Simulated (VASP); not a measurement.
## GaP: band structure with PBE0

**What was measured.**

From “Stacking defects in GaP nanowires: Electronic structure and optical properties”, 2018, arxiv:1810.01194, for a bulk crystal of GaP at 10 K: band gap 2.34 eV (indirect).

GaP:

```
Ga P
1.0
     0.00000    2.75308    2.75308
     2.75308    0.00000    2.75308
     2.75308    2.75308    0.00000
Ga P
1 1
Direct
  0.00000 0.00000 0.00000
  0.25000 0.25000 0.25000
```

```
Program                            : VASP 6.6.1
Task                               : band structure
Functional                         : PBE0
Potentials or basis                : VASP PAW PBE potentials, release 64 (Ga_d, P)
Cutoff                             : 520 eV
k mesh                             : 6 × 6 × 6
Occupations                        : gaussian, width 0.02 eV
Spin                               : no spin polarisation
Grid for exact exchange (PRECFOCK) : Fast
Exchange at q = 0                  : truncated
Further INCAR settings             : ALGO = Normal; EDIFF = 1e-07
```

```json
{
  "Pressure": "-2.3 GPa",
  "Band gap on the k mesh": "3.02 eV, indirect (least direct gap 3.17 eV)",
  "Band gap along the path": "2.99 eV, indirect (least direct gap 3.17 eV)"
}
```

Levels at the corners of the path, in eV from the valence-band top:
| point | band 7 | band 8 | band 9 | band 10 | band 11 | band 12 |
| --- | --- | --- | --- | --- | --- | --- |
| Γ | 0.00 | 0.00 | 0.00 | 3.17 | 5.46 | 5.46 |
| X | -7.27 | -2.86 | -2.86 | 3.02 | 3.26 | 12.55 |
| X | -7.27 | -2.86 | -2.86 | 3.02 | 3.26 | 12.55 |
| W | -7.03 | -3.82 | -3.61 | 6.20 | 6.55 | 7.75 |
| W | -7.03 | -3.82 | -3.61 | 6.20 | 6.55 | 7.75 |
| K | -7.04 | -4.19 | -2.39 | 3.62 | 6.39 | 10.02 |
| K | -7.04 | -4.19 | -2.39 | 3.62 | 6.39 | 10.02 |
| Γ | 0.00 | 0.00 | 0.00 | 3.17 | 5.46 | 5.46 |
| Γ | 0.00 | 0.00 | 0.00 | 3.17 | 5.46 | 5.46 |
| L | -7.15 | -1.19 | -1.19 | 3.06 | 6.32 | 6.32 |
| L | -7.15 | -1.19 | -1.19 | 3.06 | 6.32 | 6.32 |
| U | -7.04 | -4.19 | -2.39 | 3.62 | 6.39 | 10.02 |
| U | -7.04 | -4.19 | -2.39 | 3.62 | 6.39 | 10.02 |
| W | -7.03 | -3.82 | -3.61 | 6.20 | 6.55 | 7.75 |
| W | -7.03 | -3.82 | -3.61 | 6.20 | 6.55 | 7.75 |
| L | -7.15 | -1.19 | -1.19 | 3.06 | 6.32 | 6.32 |
| L | -7.15 | -1.19 | -1.19 | 3.06 | 6.32 | 6.32 |
| K | -7.04 | -4.19 | -2.39 | 3.62 | 6.39 | 10.02 |
| U | -7.04 | -4.19 | -2.39 | 3.62 | 6.39 | 10.02 |
| X | -7.27 | -2.86 | -2.86 | 3.02 | 3.26 | 12.55 |

Wall time 36 min on 4 MPI ranks on Intel(R) Xeon(R) Platinum 8259CL CPU @ 2.50GHz (Skylake/Cascade Lake) (shared host), peak memory 0.26 GiB a rank.

Against the measured gap of GaP, 2.34 eV (indirect; 10 K; quoted in “Stacking defects in GaP nanowires: Electronic structure and optical properties”, 2018, arxiv:1810.01194), the calculated 2.99 eV is off by +0.65 eV. Spin-orbit coupling on Ga is left out. The value is that of PBE0, without temperature or zero-point motion.

Caveat: the PAW data sets were made with another functional, which shifts forces and pressure a little.
